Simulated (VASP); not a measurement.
All values below come from LDA (Ceperley-Alder, Perdew-Zunger), VASP's LDA PAW potentials (set 64) (plane waves; VASP).

Input for VASP

### INCAR
```
SYSTEM = Ru
PREC = Accurate
ENCUT = 520
EDIFF = 1E-7
NELM = 100
ALGO = Normal
LREAL = .FALSE.
LASPH = .TRUE.
ISMEAR = 1
SIGMA = 0.1
LMAXMIX = 4
LWAVE = .FALSE.
LCHARG = .FALSE.
ISIF = 4
IBRION = 2
NSW = 30
EDIFFG = -0.01
```

### POSCAR
```
Ru
1
    1.3527006830    -2.3429464623     0.0000000000
    1.3527006830     2.3429464623     0.0000000000
    0.0000000000     0.0000000000     4.2663279088
Ru
2
Direct
  0.3333330000   0.6666670000   0.2500000000
  0.6666670000   0.3333330000   0.7500000000
```

### KPOINTS
```
Automatic mesh
0
Gamma
16 16 9
0 0 0
```

POTCAR, in this order: Ru_pv (LDA.64 set). Program: vasp_std.

What does the run give for the energy per atom (σ→0), band gap (on the k-mesh)?

The energy per atom (σ→0) is -10.684 eV/atom and the band gap (on the k-mesh) is none (metal, semimetal or under 0.01 eV).

### OSZICAR
```
...
DAV:   1    -0.213699515840E+02   -0.16503E-02   -0.54860E-02  5458   0.204E+00    0.228E-01
DAV:   2    -0.213687347678E+02    0.12168E-02   -0.17609E-03  5444   0.397E-01    0.960E-02
DAV:   3    -0.213684821739E+02    0.25259E-03   -0.89862E-04  6514   0.208E-01    0.207E-02
DAV:   4    -0.213684832278E+02   -0.10538E-05   -0.26607E-05  6410   0.598E-02    0.139E-02
DAV:   5    -0.213684835810E+02   -0.35328E-06   -0.20628E-06  6944   0.107E-02    0.613E-03
DAV:   6    -0.213684834573E+02    0.12372E-06   -0.63164E-07  4894   0.913E-03    0.731E-04
DAV:   7    -0.213684834536E+02    0.37135E-08   -0.26766E-08  2780   0.192E-03
   3 F= -.21368483E+02 E0= -.21368731E+02  d E =-.169676E-03
```

The compound is Ru in the hcp structure. This cell is one point of a volume scan, at 1.03 of the reference volume. Symmetry was kept, so distortions that lower it aren't found.
